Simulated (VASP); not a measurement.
VASP ran on this input.

**INCAR**
```
SYSTEM=Ga
PREC=Accurate; ENCUT=520; LREAL=F
LASPH=T
EDIFF=1E-6; NELM=100; ALGO=Normal
LMAXMIX=4
ISMEAR=1; SIGMA=0.1
IBRION=2; NSW=60; ISIF=3
EDIFFG=-0.02
LWAVE=F; LCHARG=F
```

KPOINTS:
```
Automatic mesh
0
Gamma
7 7 6
0 0 0
```

File POSCAR:
```
Ga
1.0
  2.1891460068  -3.7513866363   0.0000000000
  2.1891460068   3.7513866363   0.0000000000
  0.0000000000   0.0000000000   4.4968328906
Ga
4
Cartesian
  2.1891460068   2.5811417777   4.1231461327
  2.1891460068   1.1702448586   1.8747296874
  2.1891460068  -1.1702448586   2.6221032032
  2.1891460068  -2.5811417777   0.3736867579
```

POTCAR, in this order: Ga_d (LDA.64 set). Program: vasp_std.

**Question.** Write an equivalent input for Quantum ESPRESSO's pw.x.

**Answer.** One equivalent input (not run):
```
&CONTROL
  calculation = 'vc-relax'
  pseudo_dir = './pseudo'
  outdir = './out'
  tprnfor = .true.
  tstress = .true.
  nstep = 60
  forc_conv_thr = 0.00078
/
&SYSTEM
  ibrav = 0
  nat = 4
  ntyp = 1
  ecutwfc = 80
  occupations = 'smearing'
  smearing = 'methfessel-paxton'
  degauss = 0.00735
  input_dft = 'pz'
/
&ELECTRONS
  conv_thr = 7.3e-08
  electron_maxstep = 100
/
&IONS
/
&CELL
/
ATOMIC_SPECIES
  Ga 69.723 Ga.upf
CELL_PARAMETERS angstrom
     2.1891460   -3.7513866    0.0000000
     2.1891460    3.7513866   -0.0000000
     0.0000000    0.0000000    4.4968329
ATOMIC_POSITIONS crystal
  Ga   0.1559750  0.8440250  0.9169000
  Ga   0.3440250  0.6559750  0.4169000
  Ga   0.6559750  0.3440250  0.5831000
  Ga   0.8440250  0.1559750  0.0831000
K_POINTS automatic
  7 7 6 0 0 0
```
The two are equivalent in intent, not identical: the potentials are each code's own (VASP's PAW set, PseudoDojo norm-conserving files in pw.x), so ENCUT and ecutwfc are chosen apart and not converted; conv_thr bounds pw.x's estimated SCF error, while EDIFF bounds the energy change between steps; forc_conv_thr acts on force components and is met together with etot_conv_thr.

The compound is Ga in the alpha structure. This run relaxes it. Symmetry was kept, so distortions that lower it aren't found. The start is the result of an earlier pass.
